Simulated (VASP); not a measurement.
# TiO2 (P4_2/mnm) in VASP: Born charges and dielectric tensor with LDA

Aim: the Born charges and dielectric tensor of TiO2 with LDA.

Program: VASP 6.6.1. These are calculated values, not measurements. Logs are shortened: lines on timing, memory, paths and dates and some standing lists are left out, and cuts for length are marked.

**Experimental background.**

“Shallow Valence Band of Rutile GeO2 and P-type Doping”, 2020, arxiv:2011.08928 quotes, for a bulk crystal of TiO2 at 1.6 K: band gap 3.03 eV (direct).

How close the calculation comes is told below.

## (1) The structure

The structure is tetragonal, space group P4_2/mnm (No. 136). Conventional cell: a = 4.592 Å, b = 4.592 Å, c = 2.942 Å, α = 90.00°, β = 90.00°, γ = 90.00°. Around Ti (site symmetry mmm) lie 6 O at 1.94 to 1.98 Å. O (site symmetry m2m) is surrounded by 3 Ti at 1.94 to 1.98 Å.

## (2) Born charges and dielectric tensor, LDA

Contents of INCAR:

```
PREC = Accurate
ENCUT = 600
EDIFF = 1E-8
ISMEAR = 0
SIGMA = 0.02
LREAL = False
LASPH = True
NELM = 80
ALGO = Normal
ISIF = 2
LWAVE = False
LCHARG = False
GGA = CA
LEPSILON = True
IBRION = 8
NSW = 1
```

Contents of KPOINTS:

```
regular mesh
0
Gamma
  6 6 10
```

Contents of POSCAR:

```
TiO2
1.0
    4.5922200000      0.0000000000      0.0000000000
    0.0000000000      4.5922200000      0.0000000000
    0.0000000000      0.0000000000      2.9420300000
Ti O
2 4
Direct
    1.0000000000      0.0000000000      0.0000000000
    0.5000000000      0.5000000000      0.5000000000
    0.3043000000      0.3043000000      0.0000000000
    0.1957000000      0.8043000000      0.5000000000
    0.6957000000      0.6957000000      1.0000000000
    0.8043000000      0.1957000000      0.5000000000
```

Potentials or basis: VASP PAW LDA potentials, release 64 (Ti_sv, O).

Launch:

```sh
$ cat potpaw_LDA.64/Ti_sv/POTCAR potpaw_LDA.64/O/POTCAR > POTCAR
$ mpirun -np 1 vasp_std > vasp.out
```

OUTCAR:

```text
PREC = Accurate
   ENCUT = 600
   EDIFF = 1E-8
   ISMEAR = 0
   LREAL = False
   LASPH = True
   NELM = 80
   ISIF = 2
   GGA = CA
   LEPSILON = True
   IBRION = 8
   NSW = 1

 ion  position               nearest neighbor table
   1  0.000  0.000  0.000-   4 1.94   6 1.94   4 1.94   6 1.94   5 1.98   3 1.98
   2  0.500  0.500  0.500-   3 1.94   5 1.94   3 1.94   5 1.94   4 1.98   6 1.98
   3  0.304  0.304  0.000-   2 1.94   2 1.94   1 1.98
   4  0.196  0.804  0.500-   1 1.94   1 1.94   2 1.98
   5  0.696  0.696  0.000-   2 1.94   2 1.94   1 1.98
   6  0.804  0.196  0.500-   1 1.94   1 1.94   2 1.98

  LATTYP: Found a simple tetragonal cell.
 ALAT       =     4.5922200000
 C/A-ratio  =     0.6406552822

  Lattice vectors:

 A1 = (   4.5922200000,   0.0000000000,   0.0000000000)
 A2 = (   0.0000000000,   4.5922200000,   0.0000000000)
 A3 = (   0.0000000000,   0.0000000000,   2.9420300000)

Analysis of symmetry for initial positions (statically):
=====================================================================
 Subroutine PRICEL returns:
 Original cell was already a primitive cell.

 Routine SETGRP: Setting up the symmetry group for a
 simple tetragonal supercell.

 Subroutine GETGRP returns: Found 16 space group operations
 (whereof  8 operations were pure point group operations)
 out of a pool of 16 trial point group operations.

The static configuration has the point symmetry D_2h.
 The point group associated with its full space group is D_4h.

Analysis of symmetry for dynamics (positions and initial velocities):
=====================================================================
 Subroutine PRICEL returns:
 Original cell was already a primitive cell.

 Routine SETGRP: Setting up the symmetry group for a
 simple tetragonal supercell.

 Subroutine GETGRP returns: Found 16 space group operations
 (whereof  8 operations were pure point group operations)
 out of a pool of 16 trial point group operations.

The dynamic configuration has the point symmetry D_2h.
 The point group associated with its full space group is D_4h.

 Subroutine INISYM returns: Found 16 space group operations
 (whereof  8 operations are pure point group operations),
 and found     1 'primitive' translations

----------------------------------------------------------------------------------------

                                     Primitive cell

  volume of cell :      62.0430

[... 999 lines left out ...]
  x     0.00000     0.00000     0.00000     0.00000     0.00000     0.00000
  y     0.00000     0.00000     0.00000     0.00000     0.00000     0.00000
  z     0.00000     0.00000     0.00000     0.00000     0.00000     0.00000

 PIEZOELECTRIC TENSOR (including local field effects)  for field in x, y, z        (C/m^2)
          XX          YY          ZZ          XY          YZ          ZX
  --------------------------------------------------------------------------------
  x     0.00000     0.00000     0.00000     0.00000     0.00000     0.00000
  y     0.00000     0.00000     0.00000     0.00000     0.00000     0.00000
  z     0.00000     0.00000     0.00000     0.00000     0.00000     0.00000

 BORN EFFECTIVE CHARGES (including local field effects) (in |e|, cummulative output)
 ---------------------------------------------------------------------------------
 ion    1
    1     6.30260     1.02646     0.00000
    2     1.02646     6.30260     0.00000
    3     0.00000     0.00000     7.71068
 ion    2
    1     6.30260    -1.02646     0.00000
    2    -1.02646     6.30260     0.00000
    3     0.00000     0.00000     7.71068
 ion    3
    1    -3.15130    -1.79639     0.00000
    2    -1.79639    -3.15130     0.00000
    3     0.00000     0.00000    -3.85534
 ion    4
    1    -3.15130     1.79639     0.00000
    2     1.79639    -3.15130     0.00000
    3     0.00000     0.00000    -3.85534
 ion    5
    1    -3.15130    -1.79639     0.00000
    2    -1.79639    -3.15130     0.00000
    3     0.00000     0.00000    -3.85534
 ion    6
    1    -3.15130     1.79639     0.00000
    2     1.79639    -3.15130     0.00000
    3     0.00000     0.00000    -3.85534

 INTERNAL STRAIN TENSOR FOR ION    6 for displacements in x,y,z  (eV/Angst):
          X           Y           Z          XY          YZ          ZX
  --------------------------------------------------------------------------------
  x     4.53878     2.09243     3.89581     0.89476     0.00000     0.00000
  y    -2.09243    -4.53878    -3.89581    -0.86891     0.00000     0.00000
  z     0.00000     0.00000     0.00000     0.00000    -5.67887     4.61630

 SECOND DERIVATIVES (NOT SYMMETRIZED)
 ------------------------------------
               1X          1Y          1Z          2X          2Y          2Z          3X          3Y          3Z          4X          4Y          4Z          5X          5Y          5Z          6X          6Y          6Z
  1X   -16.050258    4.908186    0.000000   14.449460   -0.003054    0.000000   -1.180520   -0.954970    0.000000    1.980919   -1.497597    0.000000   -1.180520   -0.954970    0.000000    1.980919   -1.497597    0.000000
  1Y     4.908186  -16.050258    0.000000   -0.003054   14.449460    0.000000   -0.954970   -1.180520    0.000000   -1.497597    1.980919    0.000000   -0.954970   -1.180520    0.000000   -1.497597    1.980919    0.000000
  1Z     0.000000    0.000000   -0.595430    0.000000    0.000000    0.445561    0.000000    0.000000   -0.095005    0.000000    0.000000    0.169939    0.000000    0.000000   -0.095005    0.000000    0.000000    0.169939
  2X    14.449460    0.003054    0.000000  -16.050258   -4.908186    0.000000    1.980919    1.497597    0.000000   -1.180520    0.954970    0.000000    1.980919    1.497597    0.000000   -1.180520    0.954970    0.000000
  2Y     0.003054   14.449460    0.000000   -4.908186  -16.050258    0.000000    1.497597    1.980919    0.000000    0.954970   -1.180520    0.000000    1.497597    1.980919    0.000000    0.954970   -1.180520    0.000000
  2Z     0.000000    0.000000    0.445561    0.000000    0.000000   -0.595430    0.000000    0.000000    0.169939    0.000000    0.000000   -0.095005    0.000000    0.000000    0.169939    0.000000    0.000000   -0.095005
  3X    -1.183147   -0.935190    0.000000    1.968356    1.500584    0.000000  -11.314584   -5.924542    0.000000   -0.740750    0.963189    0.000000    5.726476    5.361006    0.000000    5.543648   -0.965046    0.000000
  3Y    -0.935190   -1.183147    0.000000    1.500584    1.968356    0.000000   -5.924542  -11.314584    0.000000   -0.965046    5.543648    0.000000    5.361006    5.726476    0.000000    0.963189   -0.740750    0.000000
  3Z     0.000000    0.000000   -0.107818    0.000000    0.000000    0.176923    0.000000    0.000000   -7.802384    0.000000    0.000000    1.992387    0.000000    0.000000    3.748504    0.000000    0.000000    1.992387
  4X     1.968356   -1.500584    0.000000   -1.183147    0.935190    0.000000   -0.740750   -0.963189    0.000000  -11.314584    5.924542    0.000000    5.543648    0.965046    0.000000    5.726476   -5.361006    0.000000
  4Y    -1.500584    1.968356    0.000000    0.935190   -1.183147    0.000000    0.965046    5.543648    0.000000    5.924542  -11.314584    0.000000   -0.963189   -0.740750    0.000000   -5.361006    5.726476    0.000000
  4Z     0.000000    0.000000    0.176923    0.000000    0.000000   -0.107818    0.000000    0.000000    1.992387    0.000000    0.000000   -7.802384    0.000000    0.000000    1.992387    0.000000    0.000000    3.748504
  5X    -1.183147   -0.935190    0.000000    1.968356    1.500584    0.000000    5.726476    5.361006    0.000000    5.543648   -0.965046    0.000000  -11.314584   -5.924542    0.000000   -0.740750    0.963189    0.000000
  5Y    -0.935190   -1.183147    0.000000    1.500584    1.968356    0.000000    5.361006    5.726476    0.000000    0.963189   -0.740750    0.000000   -5.924542  -11.314584    0.000000   -0.965046    5.543648    0.000000
  5Z     0.000000    0.000000   -0.107818    0.000000    0.000000    0.176923    0.000000    0.000000    3.748504    0.000000    0.000000    1.992387    0.000000    0.000000   -7.802384    0.000000    0.000000    1.992387
  6X     1.968356   -1.500584    0.000000   -1.183147    0.935190    0.000000    5.543648    0.965046    0.000000    5.726476   -5.361006    0.000000   -0.740750   -0.963189    0.000000  -11.314584    5.924542    0.000000
  6Y    -1.500584    1.968356    0.000000    0.935190   -1.183147    0.000000   -0.963189   -0.740750    0.000000   -5.361006    5.726476    0.000000    0.965046    5.543648    0.000000    5.924542  -11.314584    0.000000
  6Z     0.000000    0.000000    0.176923    0.000000    0.000000   -0.107818    0.000000    0.000000    1.992387    0.000000    0.000000    3.748504    0.000000    0.000000    1.992387    0.000000    0.000000   -7.802384

 Eigenvectors and eigenvalues of the dynamical matrix
 ----------------------------------------------------

   1 f  =   23.624928 THz   148.439802 2PiTHz  788.042782 cm-1    97.704809 meV
             X         Y         Z           dx          dy          dz
      0.000000  0.000000  0.000000     0.000000   -0.000000    0.000000
      2.296110  2.296110  1.471015     0.000000    0.000000   -0.000000
      1.397413  1.397413  0.000000     0.353553    0.353553   -0.000000
      0.898697  3.693523  1.471015     0.353553   -0.353553    0.000000
      3.194807  3.194807  0.000000    -0.353553   -0.353553   -0.000000
      3.693523  0.898697  1.471015    -0.353553    0.353553   -0.000000
[... 145 lines left out ...]
  18 f/i=    0.026969 THz     0.169452 2PiTHz    0.899591 cm-1     0.111535 meV
             X         Y         Z           dx          dy          dz
      0.000000  0.000000  0.000000     0.000000   -0.000000   -0.538397
      2.296110  2.296110  1.471015     0.000000   -0.000000   -0.538397
      1.397413  1.397413  0.000000     0.000000   -0.000000   -0.324136
      0.898697  3.693523  1.471015     0.000000   -0.000000   -0.324136
      3.194807  3.194807  0.000000     0.000000   -0.000000   -0.324136
      3.693523  0.898697  1.471015     0.000000   -0.000000   -0.324136

--------------------------------------------------------------------------------------------------------

 MACROSCOPIC STATIC DIELECTRIC TENSOR IONIC CONTRIBUTION
 ------------------------------------------------------
         306.749044     0.000000     0.000000
          -0.000000   306.749044     0.000000
           0.000000     0.000000  2374.001623
 ------------------------------------------------------

 ELASTIC MODULI CONTR FROM IONIC RELAXATION (kBar)
 Direction    XX          YY          ZZ          XY          YZ          ZX
 --------------------------------------------------------------------------------
 XX        -333.7921    107.9704   -132.6693      0.0000     -0.0000     -0.0000
 YY         107.9704   -333.7921   -132.6693     -0.0000      0.0000      0.0000
 ZZ        -132.6693   -132.6693   -155.8853     -0.0000     -0.0000     -0.0000
 XY           0.0000     -0.0000     -0.0000     -4.4001     -0.0000     -0.0000
 YZ          -0.0000      0.0000     -0.0000     -0.0000   -288.3947      0.0000
 ZX          -0.0000      0.0000     -0.0000     -0.0000     -0.0000   -190.5681
 --------------------------------------------------------------------------------

 PIEZOELECTRIC TENSOR IONIC CONTR  for field in x, y, z        (C/m^2)
          XX          YY          ZZ          XY          YZ          ZX
  --------------------------------------------------------------------------------
  x    -0.00000     0.00000    -0.00000    -0.00000    -0.00000    -0.00000
  y     0.00000    -0.00000    -0.00000    -0.00000    -0.00000     0.00000
  z    -0.00000     0.00000    -0.00000    -0.00000    -0.00000     0.00000
```

Wall time 38 min (1 thread of Intel Xeon 6975P-C (Granite Rapids), shared host); peak memory 0.66 GiB.

Results:

```
Band gap on the k mesh                                  : 1.78 eV, direct
Electronic dielectric tensor (diagonal)                 : 7.56, 7.56, 9.04
Born charges (mean of the diagonal)                     : Ti +6.77; O -3.39 e
Highest phonon frequency at Γ, LO-TO splitting left out : 788 cm⁻¹
```

Levels at points of the mesh, in eV from the valence-band top:
| k point | band 22 | band 23 | band 24 | band 25 | band 26 | band 27 |
| --- | --- | --- | --- | --- | --- | --- |
| (0.00, 0.00, 0.00) | -0.46 | -0.46 | 0.00 | 1.78 | 2.05 | 2.36 |
| (0.50, 0.00, 0.00) | -1.65 | -0.76 | -0.76 | 2.46 | 2.46 | 3.00 |
| (0.50, 0.50, 0.00) | -1.29 | -1.09 | -1.09 | 1.82 | 1.82 | 2.48 |
| (0.00, 0.00, 0.50) | -2.46 | -1.45 | -1.45 | 2.94 | 2.94 | 3.17 |
| (0.50, 0.00, 0.50) | -2.09 | -1.06 | -1.06 | 1.82 | 1.82 | 3.19 |
| (0.50, 0.50, 0.50) | -1.32 | -0.68 | -0.68 | 2.54 | 2.54 | 3.16 |

Phonon frequencies in cm⁻¹ (negative: imaginary):
| q point | frequencies |
| --- | --- |
| (0.000, 0.000, 0.000) | -1 -1 -1 45 76 103 103 154 368 368 370 415 443 443 476 476 585 788 |

Electronic dielectric tensor:
```
7.56 0.00 0.00
0.00 7.56 0.00
0.00 0.00 9.04
```

Born effective charge tensors (e):
atom 1, Ti
```
6.30 1.03 0.00
1.03 6.30 0.00
0.00 0.00 7.71
```
atom 2, Ti
```
 6.30 -1.03  0.00
-1.03  6.30  0.00
 0.00  0.00  7.71
```
atom 3, O
```
-3.15 -1.80  0.00
-1.80 -3.15  0.00
 0.00  0.00 -3.86
```
atom 4, O
```
-3.15  1.80  0.00
 1.80 -3.15  0.00
 0.00  0.00 -3.86
```
atom 5, O
```
-3.15 -1.80  0.00
-1.80 -3.15  0.00
 0.00  0.00 -3.86
```
atom 6, O
```
-3.15  1.80  0.00
 1.80 -3.15  0.00
 0.00  0.00 -3.86
```

## (3) Against experiment

Step 2. Measured gap of TiO2: 3.03 eV (direct; 1.6 K; quoted in “Shallow Valence Band of Rutile GeO2 and P-type Doping”, 2020, arxiv:2011.08928). This calculation gives 1.78 eV (-1.25 eV). 2 values of this kind are on record in papers (3.03 to 3.05 eV); this one was drawn at random among those near their median. The value is that of LDA on a finite k mesh, which can miss the band edges, without temperature or zero-point motion. Semilocal functionals fall short of measured gaps as a rule.
